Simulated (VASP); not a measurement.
VASP input:

### INCAR
```
ALGO  =  Normal
EDIFF  =  1E-6
ENCUT  =  300
ISIF  =  2
ISMEAR  =  0
LASPH  =  .TRUE.
LCHARG  =  .FALSE.
LMAXMIX  =  4
LREAL  =  .FALSE.
LWAVE  =  .FALSE.
NELM  =  100
PREC  =  Accurate
SIGMA  =  0.01
SYSTEM  =  TlBr
```

File POSCAR:
```
TlBr
1
    0.0000000000     3.3420400000     3.3420400000
    3.3420400000     0.0000000000     3.3420400000
    3.3420400000     3.3420400000     0.0000000000
Tl Br
1 1
Direct
  0.0000000000   0.0000000000   0.0000000000
  0.5000000000   0.5000000000   0.5000000000
```

**KPOINTS**
```
Automatic mesh
0
Gamma
6 6 6
0 0 0
```

POTCAR, in this order: Tl_d Br (LDA.64 set). Program: vasp_std.

Task: Translate this LDA calculation to Quantum ESPRESSO's pw.x.

Result: One equivalent input (not run):
```
&CONTROL
  calculation = 'scf'
  pseudo_dir = './pseudo'
  outdir = './out'
  tprnfor = .true.
  tstress = .true.
/
&SYSTEM
  ibrav = 0
  nat = 2
  ntyp = 2
  ecutwfc = 62
  occupations = 'smearing'
  smearing = 'gaussian'
  degauss = 0.000735
  input_dft = 'pz'
/
&ELECTRONS
  conv_thr = 7.3e-08
  electron_maxstep = 100
/
ATOMIC_SPECIES
  Tl 204.380 Tl.upf
  Br 79.904 Br.upf
CELL_PARAMETERS angstrom
     0.0000000    3.3420400    3.3420400
     3.3420400    0.0000000    3.3420400
     3.3420400    3.3420400    0.0000000
ATOMIC_POSITIONS crystal
  Tl   0.0000000  0.0000000  0.0000000
  Br   0.5000000  0.5000000  0.5000000
K_POINTS automatic
  6 6 6 0 0 0
```
What does not carry over: the potentials are each code's own (VASP's PAW set, PseudoDojo norm-conserving files in pw.x), so ENCUT and ecutwfc are chosen apart and not converted; conv_thr bounds pw.x's estimated SCF error, while EDIFF bounds the energy change between steps.

The structure comes from a computed database's TlBr entry (Fm-3m); how it stands against other phases isn't given here. The cell was not relaxed at this level.
